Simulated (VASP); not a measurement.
LiPb, 2 atoms in the cell. It takes space group Pm-3m (No. 221, cubic). Conventional cell: a = 3.516 Å, b = 3.516 Å, c = 3.516 Å, α = 90.00°, β = 90.00°, γ = 90.00°. Li (site symmetry m-3m) has 8 Pb at 3.05 Å as nearest neighbours. Around Pb (site symmetry m-3m) lie 8 Li at 3.05 Å.  The cell isn't the ideal one: relaxed again under DFT PBEsol, scalar-relativistic, plane waves, PAW.

- Program: VASP 6.6.1
- Task: single point
- Functional: PBEsol
- Potentials or basis: VASP PAW PBE potentials, release 64 (Li_sv, Pb_d)
- Cutoff: 520 eV
- k mesh: 12 × 12 × 12
- Occupations: gaussian, width 0.1 eV
- Spin: no spin polarisation
- Dipole correction: no
- Further INCAR settings: ALGO = Normal; EDIFF = 1e-06; NBANDS = 16

Potentials or basis: VASP PAW PBE potentials, release 64 (Li_sv, Pb_d).

Command:

```sh
$ cat potpaw_PBE.64/Li_sv/POTCAR potpaw_PBE.64/Pb_d/POTCAR > POTCAR
$ mpirun -np 1 vasp_std > vasp.out
```

Hardware: 1 thread of Intel(R) Xeon(R) Platinum 8488C (Sapphire Rapids), with other jobs on the host.

Q: How long does it take, and how much memory?

A: Run time: 23 s on 1 thread of Intel(R) Xeon(R) Platinum 8488C (Sapphire Rapids), with other jobs on the host, peak memory 0.19 GiB. Counts: scf iterations 11, k points 84.
